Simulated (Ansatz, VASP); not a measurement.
**MgBe2SeS2 in VASP and in Ansatz**

```
Mg Be Se S
1.0
     5.29423    0.00000    0.00000
     0.00000    5.29423    0.00000
     0.00000    0.00000    6.10315
Mg Be Se S
1 2 1 2
Direct
  0.00000 0.00000 0.50000
  0.50000 0.50000 0.16363
  0.50000 0.50000 0.83637
  0.50000 0.50000 0.50000
  0.00000 0.50000 0.50000
  0.50000 0.00000 0.50000
```

Alike in both runs: functional PBE; k mesh 4 × 4 × 4; occupations gaussian, width 0.1 eV; no spin polarisation.

Ansatz relaxed the structure, and its values are those at the end. VASP's run is a single point on that final structure, the one shown.

```csv
,VASP,Ansatz
version,VASP 6.6.1,Ansatz 0.2.0
potentials or method,"VASP PAW PBE potentials, release 64 (Mg, Be, Se, S)","scalar-relativistic, plane waves, PAW"
plane-wave cutoff (eV),520,420
valence electrons in the cell,24,42
```

Ansatz gave:

- gap on the k mesh at the Fermi level (eV): none
- pressure (GPa): 0.0
- rms of the force components (eV/Å): 0.000

What did VASP give for the same quantities?

gap on the k mesh at the Fermi level (eV): none; pressure (GPa): 0.0; rms of the force components (eV/Å): 0.008.

A gap of «none» marks a metal or a gap that the smearing closes. The functional is the same, so the differences come from potentials, cutoffs and numerics. The two sets of potentials don't hold the same shells in valence.
